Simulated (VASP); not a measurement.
Consider the following.

```
Li
1.0
   -1.67667     1.67667     1.67667
    1.67667    -1.67667     1.67667
    1.67667     1.67667    -1.67667
Li
1
Direct
  0.00000   0.00000   0.00000
```

Method: LDA (Ceperley-Alder, Perdew-Zunger), VASP's LDA PAW potentials (set 64) (plane waves; VASP). Numerical set-up: 520 eV cut-off, 17×17×17 Γ-centred mesh, tetrahedra with Blöchl corrections, potentials Li_sv.

Task: Predict the energy per atom (σ→0), band gap (on the k-mesh) with the smallest direct gap where there is one.

Result: 
```json
{
 "band gap (on the k-mesh)": "none (metal, semimetal or under 0.01 eV)",
 "energy per atom (σ→0)": "-2.044 eV/atom"
}
```

The compound is Li in the bcc structure. It was relaxed first, which changed the volume by -11 %.
